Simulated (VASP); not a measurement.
Level of theory: r2SCAN meta-GGA, VASP's PBE PAW potentials (set 64) (plane waves; VASP 6.6.1).

VASP input:

### KPOINTS_OPT
```
k-points along high-symmetry lines
10
Line-mode
Reciprocal
  0.000000   0.000000   0.000000 ! GAMMA
  0.000000   0.500000   0.000000 ! X

  0.000000   0.500000   0.000000 ! X
  0.500000   0.500000   0.000000 ! M

  0.500000   0.500000   0.000000 ! M
  0.000000   0.000000   0.000000 ! GAMMA

  0.000000   0.000000   0.000000 ! GAMMA
  0.500000   0.500000   0.500000 ! R

  0.500000   0.500000   0.500000 ! R
  0.000000   0.500000   0.000000 ! X

  0.500000   0.500000   0.500000 ! R
  0.500000   0.500000   0.000000 ! M
```

**POSCAR**
```
FeAl
2.8400130
  0.9999999910   0.0000000000   0.0000000000
  0.0000000000   0.9999999910   0.0000000000
  0.0000000000   0.0000000000   0.9999999910
Al Fe
1 1
Cartesian
  0.4999999955   0.4999999955   0.4999999955
  0.0000000000   0.0000000000   0.0000000000
```

KPOINTS:
```
kpoints
0
Gamma
  14 14 14
0 0 0
```

**INCAR**
```
! general
SYSTEM =FeAl
PREC   =Accurate
ENCUT  =520   ! plane-wave cut-off (eV)
LREAL  =F   ! projection in real space or not
LASPH  =T

! electronic loop
EDIFF  =1E-7   ! SCF stop (eV)
NELM   =100   ! most electronic steps
ALGO   =Normal   ! blocked Davidson
LMAXMIX=4   ! l cut-off of mixed one-centre charges
LMIXTAU=T

! smearing
ISMEAR =-5

! functional
METAGGA=R2SCAN

! ions
ISIF   =2   ! forces and stress, cell fixed

! output
LWAVE  =F
LCHARG =F
LORBIT =11   ! lm-projected
NEDOS  =601   ! DOS grid
```

POTCAR, in this order: Al Fe (PBE.64 set). Program: vasp_std.

The resulting files:

**OUTCAR**
```
 ion  position               nearest neighbor table
   1  0.500  0.500  0.500-   2 2.46   2 2.46   2 2.46   2 2.46   2 2.46   2 2.46   2 2.46   2 2.46
  LATTYP: Found a simple cubic cell.
 ALAT       =     2.8400129744
 Subroutine PRICEL returns:
 Original cell was already a primitive cell.
 Subroutine GETGRP returns: Found 48 space group operations
The static configuration has the point symmetry O_h .
The dynamic configuration has the point symmetry O_h .
 Subroutine INISYM returns: Found 48 space group operations
 Subroutine IBZKPT returns following result:
 Found    120 irreducible k-points:

 Following reciprocal coordinates:
            Coordinates               Weight
  0.000000  0.000000  0.000000      1.000000
  0.071429  0.000000  0.000000      6.000000
  0.142857  0.000000  0.000000      6.000000
  0.214286  0.000000  0.000000      6.000000
  0.285714  0.000000  0.000000      6.000000
  0.357143  0.000000  0.000000      6.000000
  0.428571  0.000000  0.000000      6.000000
  0.500000  0.000000  0.000000      3.000000
  0.071429  0.071429  0.000000     12.000000
  0.142857  0.071429  0.000000     24.000000
  0.214286  0.071429  0.000000     24.000000
  0.285714  0.071429  0.000000     24.000000
  0.357143  0.071429  0.000000     24.000000
  0.428571  0.071429  0.000000     24.000000
  0.500000  0.071429  0.000000     12.000000
  0.142857  0.142857  0.000000     12.000000
  0.214286  0.142857  0.000000     24.000000
  0.285714  0.142857  0.000000     24.000000
  0.357143  0.142857  0.000000     24.000000
  0.428571  0.142857  0.000000     24.000000
  0.500000  0.142857  0.000000     12.000000
  0.214286  0.214286  0.000000     12.000000
  0.285714  0.214286  0.000000     24.000000
  0.357143  0.214286  0.000000     24.000000
  0.428571  0.214286  0.000000     24.000000
...
```

**OSZICAR**
```
       N       E                     dE             d eps       ncg     rms          rms(c)
DAV:   1     0.238640436064E+02    0.23864E+02   -0.52792E+03  2168   0.129E+03
DAV:   2    -0.234418848082E+02   -0.47306E+02   -0.45901E+02  2161   0.189E+02
DAV:   3    -0.247638901782E+02   -0.13220E+01   -0.13027E+01  2594   0.434E+01
DAV:   4    -0.247896332595E+02   -0.25743E-01   -0.25767E-01  2729   0.536E+00
DAV:   5    -0.247901719383E+02   -0.53868E-03   -0.53885E-03  2674   0.684E-01    0.162E+01
DAV:   6    -0.254935729856E+02   -0.70340E+00   -0.85568E+01  2456   0.157E+02    0.189E+01
DAV:   7    -0.212755474489E+02    0.42180E+01   -0.39041E+01  2414   0.879E+01    0.284E+00
DAV:   8    -0.212907982431E+02   -0.15251E-01   -0.18409E-01  2214   0.444E+00    0.212E+00
DAV:   9    -0.212898719610E+02    0.92628E-03   -0.21305E-01  2531   0.856E+00    0.809E-01
DAV:  10    -0.212825438073E+02    0.73282E-02   -0.74090E-02  2425   0.498E+00    0.184E-01
DAV:  11    -0.212835606120E+02   -0.10168E-02   -0.19520E-02  2314   0.260E+00    0.287E-01
DAV:  12    -0.212840900234E+02   -0.52941E-03   -0.68058E-03  2283   0.150E+00    0.291E-02
DAV:  13    -0.212841683721E+02   -0.78349E-04   -0.21600E-04  2814   0.190E-01    0.252E-02
DAV:  14    -0.212841715790E+02   -0.32069E-05   -0.22377E-05  2812   0.736E-02    0.129E-02
DAV:  15    -0.212841697791E+02    0.17999E-05   -0.38090E-06  2458   0.246E-02    0.367E-03
DAV:  16    -0.212841704818E+02   -0.70273E-06   -0.10012E-06  2254   0.184E-02    0.150E-03
DAV:  17    -0.212841703907E+02    0.91095E-07   -0.14759E-08  1106   0.182E-03
   1 F= -.21284170E+02 E0= -.21284170E+02  d E =0.000000E+00
       N       E                     dE             ncg
```

OUTCAR:
```
------------------------ aborting loop because EDIFF is reached ----------------------------------------
  FORCE on cell =-STRESS in cart. coord.  units (eV):
  Direction    XX          YY          ZZ          XY          YZ          ZX
  --------------------------------------------------------------------------------------
  Total        0.0500726      0.0500726      0.0500726      0.0000000      0.0000000     -0.0000000
  in kB        3.5022709      3.5022709      3.5022709      0.0000000      0.0000000     -0.0000000
  external PRESSURE =       3.5022709 kB  Pullay stress =       0.0000000 kB
  volume of cell :       22.91
      direct lattice vectors                 reciprocal lattice vectors
     2.840012974  0.000000000  0.000000000     0.352111067  0.000000000  0.000000000
     0.000000000  2.840012974  0.000000000     0.000000000  0.352111067  0.000000000
     0.000000000  0.000000000  2.840012974     0.000000000  0.000000000  0.352111067
 POSITION                                       TOTAL-FORCE (eV/Angst)
 -----------------------------------------------------------------------------------
      1.42001      1.42001      1.42001         0.000000      0.000000      0.000000
      0.00000      0.00000      0.00000         0.000000      0.000000      0.000000
 -----------------------------------------------------------------------------------
    total drift:                               -0.000000      0.000000      0.000000
  FREE ENERGIE OF THE ION-ELECTRON SYSTEM (eV)
  ---------------------------------------------------
  free  energy   TOTEN  =       -21.2841703907 eV

  energy  without entropy=      -21.2841703907  energy(sigma->0) =      -21.28417039

 total charge

# of ion       s       p       d       tot
------------------------------------------
    1        0.403   0.467   0.000   0.870
    2        0.455   0.546   6.513   7.514
--------------------------------------------------
tot          0.858   1.013   6.513   8.384
```
(Selected blocks of OUTCAR.)

For a metal the tetrahedron method with Blöchl corrections gives inexact stress and forces.

The compound is FeAl in the CsCl type structure. It was relaxed first, which changed the volume by -7 %. The run is not spin-polarised, so no magnetic state was tried. The electron count is odd and the run is not spin-polarised, which forces a metal.
